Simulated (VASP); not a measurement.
Computed with PBE GGA, VASP's PBE PAW potentials (set 64) (plane waves; VASP).

VASP ran on this input.

POSCAR:
```
Ge
1
    0.0000000000     2.8743122363     2.8743122363
    2.8743122363     0.0000000000     2.8743122363
    2.8743122363     2.8743122363     0.0000000000
Ge
2
Direct
  0.0000000000   0.0000000000   0.0000000000
  0.2500000000   0.2500000000   0.2500000000
```

### KPOINTS
```
kpoints
0
G
 10 10 10
```

**INCAR**
```
# general
SYSTEM =Ge
PREC   =Accurate
ENCUT  =480   # plane-wave cut-off (eV)
LREAL  =.FALSE.
LASPH  =.TRUE.   # aspherical one-centre terms

# electronic loop
EDIFF  =1E-7   # SCF stop (eV)
NELM   =100   # most electronic steps
ALGO   =Normal
LMAXMIX=4

# smearing
ISMEAR =1   # Methfessel-Paxton
SIGMA  =0.1   # width (eV)

# functional
GGA    =PE   # PBE

# ions
IBRION =2   # conjugate gradients
NSW    =40   # most ionic steps
ISIF   =3
EDIFFG =-0.01
PSTRESS=200   # kbar

# output
LWAVE  =.FALSE.
LCHARG =.FALSE.
```

POTCAR, in this order: Ge_d (PBE.64 set). Program: vasp_std.

What will the output report for the number of irreducible k-points (NKPTS), number of bands (NBANDS), largest plane-wave count, number of space-group operations, FFT grid (NGX, NGY, NGZ)?

```json
{
 "number of irreducible k-points (NKPTS)": "47",
 "number of bands (NBANDS)": "18",
 "largest_plane_wave_count": "1158",
 "number_of_space_group_operations": "48",
 "FFT grid (NGX, NGY, NGZ)": "30 × 30 × 30"
}
```

The compound is Ge in the diamond structure. This run relaxes it under an external pressure of 20 GPa. Symmetry was kept, so distortions that lower it aren't found.
